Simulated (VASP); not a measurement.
A VASP calculation is set up with these files.

### INCAR
```
! general
SYSTEM   =  PbS
PREC     =  Accurate
ENCUT    =  500   ! plane-wave cut-off (eV)
LREAL    =  .FALSE.   ! projection in real space or not
LASPH    =  .TRUE.   ! aspherical one-centre terms

! electronic loop
EDIFF    =  1E-6
NELM     =  100   ! most electronic steps
ALGO     =  Normal
LMAXMIX  =  4   ! l cut-off of mixed one-centre charges

! smearing
ISMEAR   =  0   ! Gaussian
SIGMA    =  0.05   ! width (eV)

! ions
IBRION   =  2
NSW      =  40
ISIF     =  3   ! ions, shape and volume
EDIFFG   =  -0.02   ! ionic stop
PSTRESS  =  50

! output
LWAVE    =  .FALSE.
LCHARG   =  .FALSE.
```

POSCAR:
```
PbS
1
    0.0000000000     2.8569871484     2.8569871484
    2.8569871484     0.0000000000     2.8569871484
    2.8569871484     2.8569871484    -0.0000000000
Pb S
1 1
Direct
  0.0000000000   0.0000000000   0.0000000000
  0.5000000000   0.5000000000   0.5000000000
```

**KPOINTS**
```
Automatic mesh
0
Gamma
8 8 8
0 0 0
```

POTCAR, in this order: Pb_d S (LDA.64 set). Program: vasp_std.

**Question.** Translate this LDA calculation to Ansatz.

**Answer.** One equivalent input (not run):
Ansatz 0.2 input:
```yaml
crystal:
  lattice:
    - [0.0000000, 2.8569871, 2.8569871]
    - [2.8569871, 0.0000000, 2.8569871]
    - [2.8569871, 2.8569871, 0.0000000]
  atoms:
    - { symbol: Pb, position: [0.0000000, 0.0000000, 0.0000000] }
    - { symbol: S, position: [0.5000000, 0.5000000, 0.5000000] }
kpoints:
  mp_grid: { grid: [8, 8, 8] }
hamiltonian:
  xc: lda
  pseudopotentials: { kind: paw }
scf:
  occupations: { method: gaussian, width: 0.05 }
  max_iter: 100
relax:
  max_steps: 40
  f_tol: 0.02
  cell: { p_target: 5 }
output: { forces: true, stress: true, eigenvalues: true }
```
The two are equivalent in intent, not identical: each code has its own PAW files, so the cut-off isn't converted (ENCUT is set for VASP's; basis.ecutwfc is left out, and Ansatz then takes the one that its files recommend); Ansatz stops its SCF on the density residual and VASP on the energy change (EDIFF); Ansatz's lda is the Perdew-Wang form, while the LDA potentials of VASP carry Perdew-Zunger's.

The compound is PbS in the rock salt structure. It was relaxed first under an external pressure of 5 GPa.
